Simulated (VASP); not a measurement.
Calculation: PBE GGA with D3 dispersion (zero damping), VASP's PBE PAW potentials (set 64) (plane waves; VASP).

VASP ran on this input.

**INCAR**
```
ALGO = Normal
EDIFF = 1E-6
EDIFFG = -0.01
ENCUT = 520
GGA = PE
IBRION = 2
ISIF = 3
ISMEAR = 1
IVDW = 11
LASPH = .True.
LCHARG = .False.
LMAXMIX = 4
LREAL = .False.
LWAVE = .False.
NELM = 100
NSW = 60
PREC = Accurate
SIGMA = 0.1
SYSTEM = Zr
```

File POSCAR:
```
Zr
1
    1.6150000000    -2.7972620000     0.0000000000
    1.6150000000     2.7972620000     0.0000000000
    0.0000000000     0.0000000000     5.1500000000
Zr
2
Direct
  0.3333330000   0.6666670000   0.2500000000
  0.6666670000   0.3333330000   0.7500000000
```

File KPOINTS:
```
Automatic mesh
0
Gamma
12 12 7
0 0 0
```

POTCAR, in this order: Zr_sv (PBE.64 set). Program: vasp_std.

Energy and stress use the plane-wave basis of the starting cell.

Question: What does the run give for the energy per atom (σ→0), dispersion energy, volume per atom, band gap (on the k-mesh)?

Answer: 
| Item | Value |
|---|---|
| energy per atom (σ→0) | -8.949 eV/atom |
| dispersion energy | -0.882 eV |
| band gap (on the k-mesh) | none (metal, semimetal or under 0.01 eV) |
| volume per atom | 22.49 Å³/atom |

### OSZICAR
```
...
       N       E                     dE             d eps       ncg     rms          rms(c)
DAV:   1    -0.170172236985E+02   -0.18308E-02   -0.12268E-01  2432   0.330E+00    0.248E-01
DAV:   2    -0.170157738356E+02    0.14499E-02   -0.37242E-03  2808   0.488E-01    0.117E-01
DAV:   3    -0.170153605802E+02    0.41326E-03   -0.16359E-03  3296   0.295E-01    0.200E-02
DAV:   4    -0.170153646853E+02   -0.41051E-05   -0.25734E-05  2920   0.488E-02    0.937E-03
DAV:   5    -0.170153660205E+02   -0.13352E-05   -0.21267E-06  2160   0.134E-02    0.165E-03
DAV:   6    -0.170153660665E+02   -0.46090E-07   -0.13193E-07  1448   0.373E-03
   6 F= -.17897055E+02 E0= -.17897119E+02  d E =-.471541E-03
```

The compound is Zr in the hcp structure. This run relaxes it. Symmetry was kept, so distortions that lower it aren't found.
